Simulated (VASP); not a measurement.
VASP input:

### KPOINTS
```
kpoints
0
gamma
 6 6 6
0 0 0
```

INCAR:
```
! general
SYSTEM  =Ag2O
PREC    =Accurate
ENCUT   =520
LREAL   =.FALSE.
LASPH   =.TRUE.

! electronic loop
EDIFF   =1E-6
NELM    =100
ALGO    =Normal
LMAXMIX =4

! smearing
ISMEAR  =1
SIGMA   =0.1

! functional
GGA     =CX
LUSE_VDW=.TRUE.
AGGAC   =0.0

! ions
IBRION  =2
NSW     =60
ISIF    =3
EDIFFG  =-0.02

! output
LWAVE   =.FALSE.
LCHARG  =.FALSE.
```

File POSCAR:
```
Ag2O
1
    4.7055778966    -0.0000000000     0.0000000000
   -0.0000000000     4.7055778966    -0.0000000000
    0.0000000000    -0.0000000000     4.7055778966
Ag O
4 2
Direct
  0.7500000000   0.2500000000   0.7500000000
  0.2500000000   0.7500000000   0.7500000000
  0.7500000000   0.7500000000   0.2500000000
  0.2500000000   0.2500000000   0.2500000000
  0.0000000000   0.0000000000   0.0000000000
  0.5000000000   0.5000000000   0.5000000000
```

POTCAR, in this order: Ag O (PBE.64 set). Program: vasp_std.

**Question.** Translate this vdW-DF-cx calculation to Quantum ESPRESSO's pw.x.

**Answer.** One equivalent input (not run):
```
&CONTROL
  calculation = 'vc-relax'
  pseudo_dir = './pseudo'
  outdir = './out'
  tprnfor = .true.
  tstress = .true.
  nstep = 60
  forc_conv_thr = 0.00078
/
&SYSTEM
  ibrav = 0
  nat = 6
  ntyp = 2
  ecutwfc = 84
  occupations = 'smearing'
  smearing = 'methfessel-paxton'
  degauss = 0.00735
  input_dft = 'vdw-df-cx'
/
&ELECTRONS
  conv_thr = 7.3e-08
  electron_maxstep = 100
/
&IONS
/
&CELL
/
ATOMIC_SPECIES
  Ag 107.868 Ag.upf
  O 15.999 O.upf
CELL_PARAMETERS angstrom
     4.7055779   -0.0000000    0.0000000
    -0.0000000    4.7055779   -0.0000000
     0.0000000   -0.0000000    4.7055779
ATOMIC_POSITIONS crystal
  Ag   0.7500000  0.2500000  0.7500000
  Ag   0.2500000  0.7500000  0.7500000
  Ag   0.7500000  0.7500000  0.2500000
  Ag   0.2500000  0.2500000  0.2500000
  O    0.0000000  0.0000000  0.0000000
  O    0.5000000  0.5000000  0.5000000
K_POINTS automatic
  6 6 6 0 0 0
```
What does not carry over: the potentials are each code's own (VASP's PAW set, PseudoDojo norm-conserving files in pw.x), so ENCUT and ecutwfc are chosen apart and not converted; conv_thr bounds pw.x's estimated SCF error, while EDIFF bounds the energy change between steps; forc_conv_thr acts on force components and is met together with etot_conv_thr.

The compound is Ag2O in the cuprite structure. This run relaxes it. Symmetry was kept, so distortions that lower it aren't found. The start is the result of an earlier pass.
